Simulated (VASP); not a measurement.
These are PBE GGA, VASP's PBE PAW potentials (set 64) (plane waves; VASP 6.6.1) values and carry that method's errors.

VASP input:

### KPOINTS
```
Automatic mesh
0
Gamma
5 5 7
0 0 0
```

### INCAR
```
SYSTEM = TiO2
PREC = Accurate
ENCUT = 500
EDIFF = 1E-6
NELM = 100
ALGO = Normal
LREAL = .FALSE.
LASPH = .TRUE.
ISMEAR = 0
SIGMA = 0.05
GGA = PE
LMAXMIX = 4
LWAVE = .FALSE.
LCHARG = .FALSE.
IBRION = 2
ISIF = 3
NSW = 60
EDIFFG = -0.02
```

### POSCAR
```
TiO2
1.0
  4.6390285460   0.0000000000   0.0000000000
  0.0000000000   4.6390285460   0.0000000000
  0.0000000000   0.0000000000   2.9713103511
Ti O
2 4
Direct
  0.5000000000   0.5000000000   1.0000000000
  0.0000000000   0.0000000000   0.5000000000
  0.6952282719   0.6952282719   0.5000000000
  0.3047717281   0.3047717281   0.5000000000
  0.8047717281   0.1952282719   1.0000000000
  0.1952282719   0.8047717281   1.0000000000
```

POTCAR, in this order: Ti_sv O (PBE.64 set). Program: vasp_std.

The resulting files:

**OSZICAR**
```
       N       E                     dE             d eps       ncg     rms          rms(c)
DAV:   1     0.667980453526E+03    0.66798E+03   -0.24825E+04  1344   0.197E+03
DAV:   2     0.474610630998E+02   -0.62052E+03   -0.59926E+03  1464   0.580E+02
DAV:   3    -0.649046390606E+02   -0.11237E+03   -0.10946E+03  2076   0.214E+02
DAV:   4    -0.710207388891E+02   -0.61161E+01   -0.61104E+01  1808   0.526E+01
DAV:   5    -0.713445872932E+02   -0.32385E+00   -0.32377E+00  1888   0.100E+01    0.316E+01
DAV:   6    -0.542955220289E+02    0.17049E+02   -0.12200E+02  1600   0.103E+02    0.122E+01
DAV:   7    -0.538656531655E+02    0.42987E+00   -0.19096E+01  1648   0.343E+01    0.776E+00
DAV:   8    -0.539224213889E+02   -0.56768E-01   -0.56589E+00  1656   0.211E+01    0.484E+00
DAV:   9    -0.536654914076E+02    0.25693E+00   -0.23038E+00  1656   0.129E+01    0.119E+00
DAV:  10    -0.536761686376E+02   -0.10677E-01   -0.11661E-01  1680   0.269E+00    0.194E-01
DAV:  11    -0.536762931697E+02   -0.12453E-03   -0.50233E-03  1804   0.475E-01    0.115E-01
DAV:  12    -0.536761957015E+02    0.97468E-04   -0.71175E-04  1792   0.177E-01    0.540E-02
DAV:  13    -0.536761616867E+02    0.34015E-04   -0.14387E-04  1780   0.788E-02    0.884E-03
DAV:  14    -0.536761627035E+02   -0.10168E-05   -0.71206E-06  1556   0.209E-02    0.379E-03
DAV:  15    -0.536761633430E+02   -0.63958E-06   -0.15555E-06  1004   0.955E-03
   1 F= -.53676163E+02 E0= -.53676163E+02  d E =-.536762E+02
       N       E                     dE             d eps       ncg     rms          rms(c)
DAV:   1    -0.536775548948E+02   -0.13922E-02   -0.86483E-02  1360   0.295E+00    0.262E-01
DAV:   2    -0.536768404564E+02    0.71444E-03   -0.57491E-03  1804   0.741E-01    0.147E-01
DAV:   3    -0.536764885258E+02    0.35193E-03   -0.15718E-03  1740   0.262E-01    0.614E-02
DAV:   4    -0.536764389883E+02    0.49538E-04   -0.39535E-04  2116   0.161E-01    0.353E-02
DAV:   5    -0.536764395588E+02   -0.57050E-06   -0.42666E-05  1748   0.616E-02    0.187E-02
DAV:   6    -0.536764419262E+02   -0.23675E-05   -0.12776E-05  2192   0.252E-02    0.673E-03
DAV:   7    -0.536764419215E+02    0.47212E-08   -0.86286E-07   964   0.900E-03
   2 F= -.53676442E+02 E0= -.53676442E+02  d E =-.278578E-03
```

### OUTCAR
```
------------------------ aborting loop because EDIFF is reached ----------------------------------------
  FORCE on cell =-STRESS in cart. coord.  units (eV):
  Direction    XX          YY          ZZ          XY          YZ          ZX
  --------------------------------------------------------------------------------------
  Total        0.0159694      0.0159694     -0.0547265      0.0000000      0.0000000      0.0000000
  in kB        0.3995878      0.3995878     -1.3693681      0.0000000      0.0000000      0.0000000
  external PRESSURE =      -0.1900642 kB  Pullay stress =       0.0000000 kB
  volume of cell :       64.03
      direct lattice vectors                 reciprocal lattice vectors
     4.644047434 -0.000000000  0.000000000     0.215329411  0.000000000  0.000000000
     0.000000000  4.644047434  0.000000000     0.000000000  0.215329411  0.000000000
     0.000000000  0.000000000  2.968894195     0.000000000  0.000000000  0.336825745
 POSITION                                       TOTAL-FORCE (eV/Angst)
 -----------------------------------------------------------------------------------
      2.32202      2.32202      0.00000         0.000000     -0.000000      0.000000
      0.00000      0.00000      1.48445         0.000000     -0.000000      0.000000
      3.22800      3.22800      1.48445        -0.005742     -0.005742      0.000000
      1.41605      1.41605      1.48445         0.005742      0.005742      0.000000
      3.73807      0.90598      0.00000         0.005742     -0.005742      0.000000
      0.90598      3.73807      2.96889        -0.005742      0.005742      0.000000
 -----------------------------------------------------------------------------------
    total drift:                                0.000000      0.000000      0.000000
  FREE ENERGIE OF THE ION-ELECTRON SYSTEM (eV)
  ---------------------------------------------------
  free  energy   TOTEN  =       -53.6764419215 eV

  energy  without entropy=      -53.6764419215  energy(sigma->0) =      -53.67644192

 reached required accuracy - stopping structural energy minimisation
```
(Selected blocks of OUTCAR.)

**CONTCAR**
```
TiO2
   1.00000000000000
     4.6440474341270717   -0.0000000000000000    0.0000000000000000
     0.0000000000000000    4.6440474341270717    0.0000000000000000
     0.0000000000000000    0.0000000000000000    2.9688941954153978
  Ti              O
     2     4
Direct
     0.5000000000000000    0.5000000000000000    0.0000000000000000
     0.0000000000000000    0.0000000000000000    0.5000000000000000
     0.6950831974688564    0.6950831974688564    0.5000000000000000
     0.3049168025311436    0.3049168025311436    0.5000000000000000
     0.8049168025311436    0.1950831974688564    0.0000000000000000
     0.1950831974688564    0.8049168025311436    1.0000000000000000
```

The structure comes from a computed database's TiO2 entry (P4_2/mnm); how it stands against other phases isn't given here. This run relaxes it. Symmetry was kept, so distortions that lower it aren't found. The start is the result of an earlier pass.
